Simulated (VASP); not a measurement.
Computed with PBE GGA, VASP's PBE PAW potentials (set 64) (plane waves; VASP).

VASP ran on this input.

POSCAR:
```
LiCl
1
    0.0000000000     2.6214000000     2.6214000000
    2.6214000000     0.0000000000     2.6214000000
    2.6214000000     2.6214000000     0.0000000000
Li Cl
1 1
Direct
  0.0000000000   0.0000000000   0.0000000000
  0.5000000000   0.5000000000   0.5000000000
```

### INCAR
```
! general
SYSTEM = LiCl
PREC   = Accurate
ENCUT  = 520   ! plane-wave cut-off (eV)
LREAL  = .False.
LASPH  = .True.
ISYM   = -1

! electronic loop
EDIFF  = 1E-6
NELM   = 100
ALGO   = Normal

! smearing
ISMEAR = 0   ! Gaussian
SIGMA  = 0.05   ! width (eV)

! functional
GGA    = PE   ! PBE

! ions
ISIF   = 2   ! forces and stress, cell fixed

! output
LWAVE  = .False.
LCHARG = .False.
```

**KPOINTS**
```
Regular mesh
0
gamma
8 8 8
0 0 0
```

POTCAR, in this order: Li_sv Cl (PBE.64 set). Program: vasp_std.

**Question.** What will the output report for the number of irreducible k-points (NKPTS), number of bands (NBANDS), largest plane-wave count, FFT grid (NGX, NGY, NGZ)?

**Answer.** 
```json
{
  "number of irreducible k-points (NKPTS)": "512",
  "number of bands (NBANDS)": "9",
  "largest_plane_wave_count": "982",
  "FFT grid (NGX, NGY, NGZ)": "28 × 28 × 28"
}
```

The compound is LiCl in the rock salt structure. The cell was not relaxed at this level. The run is one of a series of settings (ISYM = -1 against the base run), some of them coarse on purpose.
